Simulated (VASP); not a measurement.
An input for Ansatz (written as the equivalent of a VASP run, and not itself run):

Ansatz 0.2 input:
```yaml
crystal:
  lattice:
    - [2.9172000, 0.0000000, 0.0000000]
    - [0.0000000, 2.9172000, 0.0000000]
    - [0.0000000, 0.0000000, 2.9172000]
  atoms:
    - { symbol: Al, position: [0.5000000, 0.5000000, 0.5000000] }
    - { symbol: Co, position: [0.0000000, 0.0000000, 0.0000000] }
kpoints:
  mp_grid: { grid: [11, 11, 11] }
hamiltonian:
  xc: pbe
  pseudopotentials: { kind: paw }
  hubbard:
    sites:
      - { species: Co, l: d, u_eff: 5 }
scf:
  occupations: { method: methfessel_paxton, width: 0.1 }
  max_iter: 100
output: { forces: true, stress: true, eigenvalues: true }
```

### Question
Translate this input to VASP (INCAR, KPOINTS, POSCAR, choice of POTCAR).

### Answer
This is not unique; one that fits is 
INCAR:
```
! general
SYSTEM    = CoAl
PREC      = Accurate
ENCUT     = 400
LREAL     = F
LASPH     = T   ! aspherical one-centre terms

! electronic loop
EDIFF     = 1E-6   ! SCF stop (eV)
NELM      = 100   ! most electronic steps
ALGO      = Normal   ! blocked Davidson
LMAXMIX   = 2

! smearing
ISMEAR    = 1
SIGMA     = 0.1

! functional
GGA       = PE   ! PBE

! DFT+U
LDAU      = T
LDAUTYPE  = 2
LDAUL     = -1 2
LDAUU     = 0 5.0
LDAUJ     = 0 0
LDAUPRINT = 1

! ions
ISIF      = 2

! output
LWAVE     = F
LCHARG    = F
LORBIT    = 10
```

File KPOINTS:
```
Automatic mesh
0
Gamma
11 11 11
0 0 0
```

File POSCAR:
```
CoAl
1
    2.9172000000     0.0000000000     0.0000000000
    0.0000000000     2.9172000000     0.0000000000
    0.0000000000     0.0000000000     2.9172000000
Al Co
1 1
Direct
  0.5000000000   0.5000000000   0.5000000000
  0.0000000000   0.0000000000   0.0000000000
```

POTCAR, in this order: Al Co (PBE.64 set). Program: vasp_std.

Limits of the translation: each code has its own PAW files, so the cut-off isn't converted (ENCUT is set for VASP's; basis.ecutwfc is left out, and Ansatz then takes the one that its files recommend); Ansatz stops its SCF on the density residual and VASP on the energy change (EDIFF); the +U projectors differ, so the same U acts differently.

The compound is CoAl in the CsCl type structure. The cell was not relaxed at this level. The run is one of a series of settings (LDAU = .TRUE., LDAUJ = 0 0, LDAUL = -1 2, LDAUTYPE = 2, LDAUU = 0 5.0, LMAXMIX = 2 against the base run), some of them coarse on purpose.
